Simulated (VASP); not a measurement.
Output of a VASP run:

OSZICAR:
```
       N       E                     dE             d eps       ncg     rms          rms(c)
DAV:   1     0.115108273756E+03    0.11511E+03   -0.94006E+03  2032   0.133E+03
DAV:   2    -0.124976842894E+02   -0.12761E+03   -0.12285E+03  2208   0.348E+02
DAV:   3    -0.149124300743E+02   -0.24147E+01   -0.23403E+01  2424   0.489E+01
DAV:   4    -0.149366686886E+02   -0.24239E-01   -0.24221E-01  2340   0.496E+00
DAV:   5    -0.149372803363E+02   -0.61165E-03   -0.61163E-03  2488   0.694E-01    0.119E+01
DAV:   6    -0.143577049642E+02    0.57958E+00   -0.36857E+00  2144   0.219E+01    0.238E+00
DAV:   7    -0.142814198563E+02    0.76285E-01   -0.29689E-01  2132   0.648E+00    0.202E+00
DAV:   8    -0.142653054115E+02    0.16114E-01   -0.18697E-02  2188   0.136E+00    0.202E-01
DAV:   9    -0.142651806825E+02    0.12473E-03   -0.25692E-04  2448   0.150E-01    0.129E-01
DAV:  10    -0.142651775405E+02    0.31420E-05   -0.32439E-05  2484   0.772E-02    0.837E-03
DAV:  11    -0.142651761379E+02    0.14026E-05   -0.19900E-06  2324   0.186E-02    0.517E-03
DAV:  12    -0.142651755580E+02    0.57992E-06   -0.72443E-08  1280   0.266E-03    0.195E-04
DAV:  13    -0.142651755699E+02   -0.11957E-07   -0.86534E-09  1060   0.883E-04
   1 F= -.15069403E+02 E0= -.15069287E+02  d E =-.346293E-03
```

**OUTCAR**
```
------------------------ aborting loop because EDIFF is reached ----------------------------------------
 Edisp (eV)   -0.80423
  FORCE on cell =-STRESS in cart. coord.  units (eV):
  Direction    XX          YY          ZZ          XY          YZ          ZX
  --------------------------------------------------------------------------------------
  Total      -1.04376    -1.04376    -1.04376    -0.00000    -0.00000     0.00000
  in kB     -61.79467   -61.79467   -61.79467    -0.00000    -0.00000     0.00000
  external pressure =      -61.79 kB  Pullay stress =        0.00 kB
  volume of cell :       27.06
      direct lattice vectors                 reciprocal lattice vectors
     3.002292635  0.000000000  0.000000000     0.333078791  0.000000000  0.000000000
     0.000000000  3.002292635  0.000000000     0.000000000  0.333078791  0.000000000
     0.000000000  0.000000000  3.002292635     0.000000000  0.000000000  0.333078791
 POSITION                                       TOTAL-FORCE (eV/Angst)
 -----------------------------------------------------------------------------------
      1.50115      1.50115      1.50115         0.000000      0.000000      0.000000
      0.00000      0.00000      0.00000         0.000000      0.000000      0.000000
 -----------------------------------------------------------------------------------
    total drift:                                0.000000      0.000000      0.000000
  FREE ENERGIE OF THE ION-ELECTRON SYSTEM (eV)
  ---------------------------------------------------
  free  energy   TOTEN  =       -15.0694028087 eV

  energy  without entropy=      -15.0690565153  energy(sigma->0) =      -15.06928738
```
(Selected blocks of OUTCAR.)

### POSCAR
```
RuAl
1
    3.0022926351     0.0000000000     0.0000000000
    0.0000000000     3.0022926351     0.0000000000
    0.0000000000     0.0000000000     3.0022926351
Al Ru
1 1
Direct
  0.5000000000   0.5000000000   0.5000000000
  0.0000000000   0.0000000000   0.0000000000
```

**Question.** Reconstruct the remaining input files.

**Answer.** Several could match; the one computed here: the input of the run itself, PBE GGA with D3 dispersion (zero damping), plane waves, VASP's PBE PAW potentials (set 64).

### KPOINTS
```
Automatic mesh
0
gamma
  12 12 12
```

**INCAR**
```
GGA  =  PE   ! PBE
ISMEAR  =  1   ! Methfessel-Paxton
ENCUT  =  520   ! plane-wave cut-off (eV)
LWAVE  =  .FALSE.
SYSTEM  =  RuAl
LMAXMIX  =  4
ISIF  =  2
IVDW  =  11
SIGMA  =  0.1
ALGO  =  Normal   ! blocked Davidson
PREC  =  Accurate
EDIFF  =  1E-7   ! SCF stop (eV)
LREAL  =  .FALSE.   ! projection in real space or not
LASPH  =  .TRUE.   ! aspherical one-centre terms
LCHARG  =  .FALSE.
NELM  =  100   ! most electronic steps
```

POTCAR, in this order: Al Ru_pv (PBE.64 set). Program: vasp_std.

The compound is RuAl in the CsCl type structure. This cell is one point of a volume scan, at 1.03 of the reference volume. The electron count is odd and the run is not spin-polarised, which forces a metal.
